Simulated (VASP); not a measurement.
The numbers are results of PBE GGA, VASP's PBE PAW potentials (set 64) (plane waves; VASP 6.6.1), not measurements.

The input files of a VASP run:

POSCAR:
```
Tl
1
    1.6828970000    -2.9222570000     0.0000000000
    1.6828970000     2.9222570000     0.0000000000
    0.0000000000     0.0000000000     5.6381070000
Tl
2
Direct
  0.3333330000   0.6666670000   0.2500000000
  0.6786100000   0.3452760000   0.7500000000
```

### INCAR
```
SYSTEM = Tl
PREC = Accurate
ENCUT = 400
EDIFF = 1E-6
NELM = 100
ALGO = Normal
LREAL = .FALSE.
LASPH = .TRUE.
ISMEAR = 1
SIGMA = 0.1
GGA = PE
LMAXMIX = 4
LWAVE = .FALSE.
LCHARG = .FALSE.
ISIF = 2
ISYM = 0
```

**KPOINTS**
```
Automatic
0
gamma
 11 11 6
```

POTCAR, in this order: Tl_d (PBE.64 set). Program: vasp_std.

Unless said otherwise, spin-orbit coupling is left out, though it shifts the bands of the heavy elements here.

Problem. What does the run give for the energy per atom (σ→0), pressure, band gap (on the k-mesh)?

Solution. 
The energy per atom (σ→0) is -2.179 eV/atom, the band gap (on the k-mesh) is none (metal, semimetal or under 0.01 eV) and the pressure comes out as 4.38 GPa.

### OSZICAR
```
...
DAV:   5    -0.441691526198E+01   -0.96098E-04   -0.96098E-04 14230   0.237E-01    0.350E+00
DAV:   6    -0.436786002745E+01    0.49055E-01   -0.93300E-02 12818   0.265E+00    0.242E+00
DAV:   7    -0.435922946951E+01    0.86306E-02   -0.46416E-02 12747   0.186E+00    0.707E-01
DAV:   8    -0.435836352149E+01    0.86595E-03   -0.46046E-03 12636   0.555E-01    0.399E-02
DAV:   9    -0.435836912850E+01   -0.56070E-05   -0.24724E-05 14482   0.471E-02    0.119E-02
DAV:  10    -0.435837475440E+01   -0.56259E-05   -0.69914E-06 12778   0.246E-02    0.298E-03
DAV:  11    -0.435837507195E+01   -0.31755E-06   -0.76921E-07  6632   0.741E-03
   1 F= -.43583751E+01 E0= -.43584314E+01  d E =0.168886E-03
```

The compound is Tl in the hcp structure. The cell was not relaxed at this level, atoms are displaced from their ideal sites. The run is one of a series of settings (ISYM = 0 against the base run), some of them coarse on purpose.
